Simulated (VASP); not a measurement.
Method: PBEsol GGA, VASP's PBE PAW potentials (set 64) (plane waves; VASP).

Input for VASP

KPOINTS:
```
Automatic mesh
0
gamma
20 20 20
```

### POSCAR
```
Cu
1
    0.0000000000     1.7838586265     1.7838586265
    1.7838586265     0.0000000000     1.7838586265
    1.7838586265     1.7838586265     0.0000000000
Cu
1
Direct
  0.0000000000   0.0000000000   0.0000000000
```

INCAR:
```
# general
SYSTEM   =  Cu
PREC     =  Normal
ENCUT    =  400
LREAL    =  .False.   # projection in real space or not
LASPH    =  .True.   # aspherical one-centre terms

# electronic loop
EDIFF    =  1E-5
NELM     =  100   # most electronic steps
NELMIN   =  4
ALGO     =  Fast   # Davidson, then RMM-DIIS
LMAXMIX  =  4

# smearing
ISMEAR   =  1   # Methfessel-Paxton
SIGMA    =  0.1

# functional
GGA      =  PS

# ions
IBRION   =  2   # conjugate gradients
NSW      =  20   # most ionic steps
ISIF     =  2   # forces and stress, cell fixed
EDIFFG   =  -0.03

# output
LWAVE    =  .False.
LCHARG   =  .False.
```

POTCAR, in this order: Cu (PBE.64 set). Program: vasp_std.

Estimate the energy per atom (σ→0), band gap (on the k-mesh).

```yaml
energy per atom (σ→0): -4.310 eV/atom
band gap (on the k-mesh): none (metal, semimetal or under 0.01 eV)
```

**OSZICAR**
```
...
RMM:   7    -0.432227561177E+01    0.36674E+00   -0.11196E+00  4624   0.271E+01    0.110E+00
RMM:   8    -0.431182774146E+01    0.10448E-01   -0.39617E-02  4613   0.243E+00    0.330E-01
RMM:   9    -0.430982013139E+01    0.20076E-02   -0.96982E-03  4671   0.254E+00    0.322E-02
RMM:  10    -0.430997639804E+01   -0.15627E-03   -0.14029E-03  4802   0.492E-01    0.160E-02
RMM:  11    -0.430998991349E+01   -0.13515E-04   -0.17884E-04  4643   0.316E-01    0.418E-02
RMM:  12    -0.430996995106E+01    0.19962E-04   -0.64984E-05  4340   0.145E-01    0.127E-03
RMM:  13    -0.430997236029E+01   -0.24092E-05   -0.20839E-05  3418   0.549E-02
   1 F= -.43099724E+01 E0= -.43100207E+01  d E =-.430997E+01
```

The compound is Cu in the fcc structure. It was relaxed first.
